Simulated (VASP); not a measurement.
Write the native input for VASP 6.6.1 that does the following.

```yaml
Task: single point
Functional: PBEsol
Potentials_or_basis: VASP PAW PBE potentials, release 64 (Cu, Ge_d)
Cutoff: 350 eV
k_mesh: 2 × 2 × 2
Occupations: gaussian, width 0.03 eV
Spin: collinear spin, ferromagnetic start
Starting_moments: "[3.0, 0.0, 0.0, 0.0, 0.0, 0.0, 0.0, 0.0, 0.0, 0.0, 0.0, 0.0, 0.0, 0.0, 0.0, 0.0, 0.0, 0.0, 0.0, 0.0, 0.0, 0.0, 0.0, 0.0] μB"
Hubbard_terms: Cu d U = 5 eV
Dq: 0
Further_INCAR_settings: LREAL = Auto; ALGO = Normal; EDIFF = 1e-05; NBANDS = 188; ISYM = 0
```

The structure of CuGe23 (a cell with a defect) lies in POSCAR:

```
CuGe23                                  
1.0
    0.0000000000      8.4863100000      8.4863100000
    5.6575400000      0.0000000000      5.6575400000
    5.6575400000      5.6575400000      0.0000000000
  Cu              Ge            
     1    23
Direct
     0.9997845806103637    0.0004641225729317    0.9981968130540594
     0.0006844431560808    0.0023887146969546    0.4953456694322084
     0.0011871055331935    0.4979780686574852    0.0017106155070032
     0.0016794340678711    0.4958068289107706    0.4964752163893178
     0.3289508089723974    0.0009779625105509    0.0028907142349665
     0.3284108972601560    0.0027256521864391    0.4999144740828792
     0.3283422678112448    0.5011966154689039    0.0045477622885648
     0.3308684968183000    0.5000952882276103    0.5035282754013516
     0.6674923687298370    0.0011213710172493    0.0004758771919635
     0.6654810512181369    0.9993401320503220    0.4964987280654549
     0.6664321067913790    0.4961755743133834    0.0032404523177432
     0.6657628383247175    0.4983038022503877    0.5019659925187966
     0.0780414097847093    0.1212290941692507    0.1187124291665520
     0.0784952113336991    0.1189594100338623    0.6395126297024195
     0.0784100835183859    0.6415792311844494    0.1198582186673836
     0.0815216713526208    0.6254492205903607    0.6248586554496308
     0.4170396716220903    0.1251596042060675    0.1238159004004928
     0.4158477495525828    0.1224115056141790    0.6258618631698238
     0.4168060030905295    0.6238407227079283    0.1260219680577576
     0.4174258384274236    0.6255048745911775    0.6273673072880589
     0.7599287808026758    0.1193391031386339    0.1195805517345420
     0.7512993211153516    0.1202813186665932    0.6243587681984368
     0.7517430075268715    0.6248845362601951    0.1239434103808893
     0.7525298525793799    0.6223932459743343    0.6261697072997041
```

The input as run:

INCAR

```
SYSTEM = CuGe23
PREC = Accurate ; ENCUT = 350
EDIFF = 1E-5 ; ISMEAR = 0
SIGMA = 0.03 ; LREAL = Auto
LASPH = .True. ; NELM = 120
ALGO = Normal ; ISIF = 2
LWAVE = .False. ; LCHARG = .False.
ISPIN = 2 ; MAGMOM = 3 0 0 0 0 0 0 0 0 0 0 0 0 0 0 0 0 0 0 0 0 0 0 0
LORBIT = 11 ; LMAXMIX = 4
LDAU = .True. ; LDAUTYPE = 2
LDAUL = 2 -1 ; LDAUU = 5 0
LDAUJ = 0 0 ; LDAUPRINT = 1
GGA = PS ; NBANDS = 188
ISYM = 0 ; KPAR = 2
```

KPOINTS

```
regular mesh
0
Gamma
  2 2 2
  0 0 0
```

Potentials or basis: VASP PAW PBE potentials, release 64 (Cu, Ge_d).

Run with:

```console
$ cat potpaw_PBE.64/Cu/POTCAR potpaw_PBE.64/Ge_d/POTCAR > POTCAR
$ mpirun -np 4 vasp_std > vasp.out
```

It gave:

| Property | Result |
| --- | --- |
| Largest force | 0.314 eV/Å |
| Band gap on the k mesh | none (metal or under the smearing width) |
| Net moment | 0.01 μB per cell |
| Valence electrons inside the program's atomic spheres | Cu 10.18; Ge 12.39, 12.40, 12.36, 12.38 |

Caveat: the k mesh is coarse (spacing up to 0.48 Å⁻¹), so the values aren't converged; the PAW data sets were made with another functional, which shifts forces and pressure a little; the U is typed as a test and isn't derived for this compound.

It took 7.1 min on 4 MPI ranks on Intel(R) Xeon(R) 6975P-C (Granite Rapids) (shared host), peak memory 0.59 GiB a rank.
